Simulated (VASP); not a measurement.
Method: optB86b-vdW, VASP's PBE PAW potentials (set 64) (plane waves; VASP 6.6.1).

A VASP calculation is set up with these files.

### POSCAR
```
CoGa
1
    2.9122916426     0.0000000000     0.0000000000
    0.0000000000     2.9122916426     0.0000000000
    0.0000000000     0.0000000000     2.9122916426
Ga Co
1 1
Direct
  0.5000000000   0.5000000000   0.5000000000
  0.0000000000   0.0000000000   0.0000000000
```

### INCAR
```
# general
SYSTEM  =CoGa
PREC    =Accurate
ENCUT   =520   # plane-wave cut-off (eV)
LREAL   =.FALSE.   # projection in real space or not
LASPH   =.TRUE.   # aspherical one-centre terms

# electronic loop
EDIFF   =1E-7
NELM    =100
ALGO    =Normal
LMAXMIX =4

# smearing
ISMEAR  =1   # Methfessel-Paxton
SIGMA   =0.1

# functional
GGA     =MK
LUSE_VDW=.TRUE.
AGGAC   =0.0
PARAM1  =0.1234
PARAM2  =1.0

# ions
ISIF    =2   # forces and stress, cell fixed

# output
LWAVE   =.FALSE.
LCHARG  =.FALSE.
```

KPOINTS:
```
Automatic
0
G
  13 13 13
0 0 0
```

POTCAR, in this order: Ga_d Co (PBE.64 set). Program: vasp_std.

Output

File OSZICAR:
```
       N       E                     dE             d eps       ncg     rms          rms(c)
DAV:   1     0.105314006525E+03    0.10531E+03   -0.10945E+04  2664   0.262E+03
DAV:   2    -0.785417466730E+00   -0.10610E+03   -0.10383E+03  2653   0.357E+02
DAV:   3    -0.572706375666E+01   -0.49416E+01   -0.49266E+01  2884   0.827E+01
DAV:   4    -0.580342073684E+01   -0.76357E-01   -0.76306E-01  3467   0.950E+00
DAV:   5    -0.580504802764E+01   -0.16273E-02   -0.16272E-02  3102   0.122E+00    0.942E+00
DAV:   6    -0.717173644842E+01   -0.13667E+01   -0.24638E+01  2866   0.652E+01    0.125E+01
DAV:   7    -0.483274990947E+01    0.23390E+01   -0.10503E+01  2604   0.480E+01    0.151E+00
DAV:   8    -0.482412256773E+01    0.86273E-02   -0.26567E-01  2964   0.546E+00    0.694E-01
DAV:   9    -0.481723598195E+01    0.68866E-02   -0.22674E-02  3405   0.232E+00    0.138E-01
DAV:  10    -0.481692768073E+01    0.30830E-03   -0.71920E-04  3367   0.396E-01    0.643E-02
DAV:  11    -0.481691805003E+01    0.96307E-05   -0.71892E-05  3638   0.144E-01    0.140E-02
DAV:  12    -0.481691755267E+01    0.49736E-06   -0.33621E-06  3023   0.300E-02    0.317E-03
DAV:  13    -0.481691745730E+01    0.95376E-07   -0.53137E-07  3442   0.102E-02
   1 F= -.48169175E+01 E0= -.48171772E+01  d E =0.779104E-03
```

OUTCAR:
```
------------------------ aborting loop because EDIFF is reached ----------------------------------------
  FORCE on cell =-STRESS in cart. coord.  units (eV):
  Direction    XX          YY          ZZ          XY          YZ          ZX
  --------------------------------------------------------------------------------------
  Total       -1.4798771     -1.4798771     -1.4798771      0.0000000     -0.0000000      0.0000000
  in kB      -95.9912491    -95.9912491    -95.9912491      0.0000000     -0.0000000      0.0000000
  external PRESSURE =     -95.9912491 kB  Pullay stress =       0.0000000 kB
  volume of cell :       24.70
      direct lattice vectors                 reciprocal lattice vectors
     2.912291643  0.000000000  0.000000000     0.343372204  0.000000000  0.000000000
     0.000000000  2.912291643  0.000000000     0.000000000  0.343372204  0.000000000
     0.000000000  0.000000000  2.912291643     0.000000000  0.000000000  0.343372204
 POSITION                                       TOTAL-FORCE (eV/Angst)
 -----------------------------------------------------------------------------------
      1.45615      1.45615      1.45615         0.000000      0.000000      0.000000
      0.00000      0.00000      0.00000         0.000000      0.000000      0.000000
 -----------------------------------------------------------------------------------
    total drift:                                0.000000      0.000000     -0.000000
  FREE ENERGIE OF THE ION-ELECTRON SYSTEM (eV)
  ---------------------------------------------------
  free  energy   TOTEN  =        -4.8169174573 eV

  energy  without entropy=       -4.8176965616  energy(sigma->0) =       -4.81717716
```
(Selected blocks of OUTCAR.)

File OUTCAR:
```
 val. band max:        9.2091936685   @ k =   0.4615   0.3077   0.0000

 cond. band min:       9.2548507541   @ k =   0.4615   0.3077   0.0769


 Fermi energy:         9.2165589224

 k-point     1 :       0.0000    0.0000    0.0000
  band No.  band energies     occupation
      1      -5.9790      2.00000
      2      -5.9790      2.00000
      3      -5.6675      2.00000
      4      -5.6675      2.00000
      5      -5.6675      2.00000
      6      -2.5991      2.00000
      7       6.7809      2.00000
      8       6.7809      2.00000
      9       8.4798      2.00000
     10       8.4798      2.00000
     11       8.4798      2.00000
     12      14.2430      0.00000
     13      14.2430      0.00000
     14      14.2430      0.00000
     15      20.0905      0.00000

 k-point     2 :       0.0769    0.0000    0.0000
  band No.  band energies     occupation
      1      -5.9763      2.00000
      2      -5.9646      2.00000
      3      -5.6727      2.00000
      4      -5.6727      2.00000
      5      -5.6664      2.00000
      6      -2.4903      2.00000
      7       6.7612      2.00000
      8       6.7932      2.00000
      9       8.4089      2.00000
     10       8.4089      2.00000
     11       8.4804      2.00000
     12      13.4050      0.00000
     13      14.4334      0.00000
     14      14.4334      0.00000
     15      20.1135      0.00000

 k-point     3 :       0.1538    0.0000    0.0000
  band No.  band energies     occupation
      1      -5.9688      2.00000
      2      -5.9256      2.00000
      3      -5.6871      2.00000
      4      -5.6871      2.00000
      5      -5.6632      2.00000
      6      -2.1639      2.00000
      7       6.6482      2.00000
      8       6.8277      2.00000
      9       8.2268      2.00000
     10       8.2268      2.00000
     11       8.4819      2.00000
     12      11.8233      0.00000
     13      14.9736      0.00000
     14      14.9736      0.00000
     15      20.1825      0.00000
...
```

The compound is CoGa in the CsCl type structure. This cell is one point of a volume scan, at 1.06 of the reference volume. The run is not spin-polarised, so no magnetic state was tried.
